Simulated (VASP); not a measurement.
Output of a VASP run:

OSZICAR:
```
...
DAV:   1    -0.727553750253E+01    0.13172E-06   -0.72227E-10   792   0.402E-04    0.203E-05
DAV:   2    -0.727553750954E+01   -0.70099E-08   -0.28020E-11   792   0.669E-05
   9 F= -.72755375E+01 E0= -.72639929E+01  d E =0.193288E-06
       N       E                     dE             d eps       ncg     rms          rms(c)
DAV:   1    -0.727553751471E+01   -0.12181E-07   -0.74494E-10   792   0.452E-04    0.508E-05
DAV:   2    -0.727553751852E+01   -0.38085E-08   -0.13439E-10   792   0.166E-04
  10 F= -.72755375E+01 E0= -.72639929E+01  d E =0.184308E-06
       N       E                     dE             d eps       ncg     rms          rms(c)
DAV:   1    -0.727553752628E+01   -0.11567E-07   -0.28330E-09   792   0.883E-04    0.994E-05
DAV:   2    -0.727553753220E+01   -0.59194E-08   -0.51083E-10   792   0.323E-04
  11 F= -.72755375E+01 E0= -.72639929E+01  d E =0.170629E-06
       N       E                     dE             d eps       ncg     rms          rms(c)
DAV:   1    -0.727553754649E+01   -0.20213E-07   -0.11351E-08   792   0.177E-03    0.198E-04
DAV:   2    -0.727553755626E+01   -0.97666E-08   -0.20305E-09   792   0.645E-04
  12 F= -.72755376E+01 E0= -.72639928E+01  d E =0.146569E-06
       N       E                     dE             d eps       ncg     rms          rms(c)
DAV:   1    -0.727553758798E+01   -0.41493E-07   -0.45426E-08   792   0.353E-03    0.396E-04
DAV:   2    -0.727553760341E+01   -0.15428E-07   -0.81174E-09   792   0.129E-03
  13 F= -.72755376E+01 E0= -.72639928E+01  d E =0.994150E-07
       N       E                     dE             d eps       ncg     rms          rms(c)
DAV:   1    -0.727553767170E+01   -0.83717E-07   -0.18172E-07   792   0.707E-03    0.793E-04
DAV:   2    -0.727553769711E+01   -0.25407E-07   -0.32468E-08   792   0.258E-03
  14 F= -.72755377E+01 E0= -.72639926E+01  d E =0.571890E-08
       N       E                     dE             d eps       ncg     rms          rms(c)
DAV:   1    -0.727553785730E+01   -0.18560E-06   -0.72689E-07   792   0.141E-02    0.159E-03
DAV:   2    -0.727553788304E+01   -0.25740E-07   -0.12987E-07   792   0.516E-03
  15 F= -.72755379E+01 E0= -.72639923E+01  d E =-.180209E-06
       N       E                     dE             d eps       ncg     rms          rms(c)
DAV:   1    -0.727553829973E+01   -0.44244E-06   -0.29449E-06  1368   0.283E-02    0.319E-03
DAV:   2    -0.727553825090E+01    0.48833E-07   -0.51141E-07   792   0.107E-02
  16 F= -.72755383E+01 E0= -.72639916E+01  d E =-.548072E-06
       N       E                     dE             d eps       ncg     rms          rms(c)
DAV:   1    -0.727553945076E+01   -0.11510E-05   -0.11734E-05  1626   0.562E-02    0.638E-03
DAV:   2    -0.727553893053E+01    0.52023E-06   -0.20578E-06  1336   0.213E-02
  17 F= -.72755389E+01 E0= -.72639903E+01  d E =-.122771E-05
       N       E                     dE             d eps       ncg     rms          rms(c)
DAV:   1    -0.727554282200E+01   -0.33712E-05   -0.47061E-05  1632   0.113E-01    0.128E-02
DAV:   2    -0.727554010881E+01    0.27132E-05   -0.82534E-06  1602   0.427E-02    0.270E-03
DAV:   3    -0.727553971090E+01    0.39791E-06   -0.65473E-08   792   0.321E-03
  18 F= -.72755397E+01 E0= -.72639884E+01  d E =-.200808E-05
```

File OUTCAR:
```
------------------------ aborting loop because EDIFF is reached ----------------------------------------
  FORCE on cell =-STRESS in cart. coord.  units (eV):
  Direction    XX          YY          ZZ          XY          YZ          ZX
  --------------------------------------------------------------------------------------
  Total        0.0054736      0.0054736      0.0054736     -0.0000000     -0.0000000      0.0000000
  in kB        0.6250300      0.6250300      0.6250300     -0.0000000     -0.0000000      0.0000000
  external PRESSURE =       0.6250300 kB  Pullay stress =       0.0000000 kB
  volume of cell :       14.03
      direct lattice vectors                 reciprocal lattice vectors
    -0.000000000  1.914333825  1.914333825    -0.261187466  0.261187466  0.261187466
     1.914333825 -0.000000000  1.914333825     0.261187466 -0.261187466  0.261187466
     1.914333825  1.914333825 -0.000000000     0.261187466  0.261187466 -0.261187466
 POSITION                                       TOTAL-FORCE (eV/Angst)
 -----------------------------------------------------------------------------------
      1.91433      1.91433     -0.00000        -0.000000     -0.000000     -0.000000
 -----------------------------------------------------------------------------------
    total drift:                                0.000000      0.000000     -0.000000
  FREE ENERGIE OF THE ION-ELECTRON SYSTEM (eV)
  ---------------------------------------------------
  free  energy   TOTEN  =        -7.2755397109 eV

  energy  without entropy=       -7.2524370745  energy(sigma->0) =       -7.26398839

 reached required accuracy - stopping structural energy minimisation
```
(Selected blocks of OUTCAR.)

### POSCAR
```
Rh
1
    0.0000000000     1.8595970000     1.8595970000
    1.8595970000     0.0000000000     1.8595970000
    1.8595970000     1.8595970000     0.0000000000
Rh
1
Direct
  0.0000000000   0.0000000000   0.0000000000
```

**Question.** Write an INCAR and KPOINTS that could have produced this output.

**Answer.** One answer among several that fit: the input of the run itself, PBE GGA, plane waves, VASP's PBE PAW potentials (set 64).

INCAR:
```
SYSTEM = Rh
PREC = Accurate
ENCUT = 300
EDIFF = 1E-6
NELM = 100
ALGO = Normal
LREAL = .FALSE.
LASPH = .TRUE.
ISMEAR = 0
SIGMA = 0.2
GGA = PE
LMAXMIX = 4
LWAVE = .FALSE.
LCHARG = .FALSE.
ISIF = 3
IBRION = 2
NSW = 50
EDIFFG = -0.01
```

File KPOINTS:
```
Regular mesh
0
G
12 12 12
0 0 0
```

POTCAR, in this order: Rh_pv (PBE.64 set). Program: vasp_std.

At this cut-off the stress carries a Pulay error, which pulls relaxed volumes low. Energy and stress use the plane-wave basis of the starting cell.

The structure comes from a computed database's Rh entry; how it stands against other phases isn't given here. This run relaxes it. Symmetry was kept, so distortions that lower it aren't found. The run is one of a series of settings (EDIFFG = -0.01, IBRION = 2, ISIF = 3, NSW = 50 against the base run), some of them coarse on purpose.
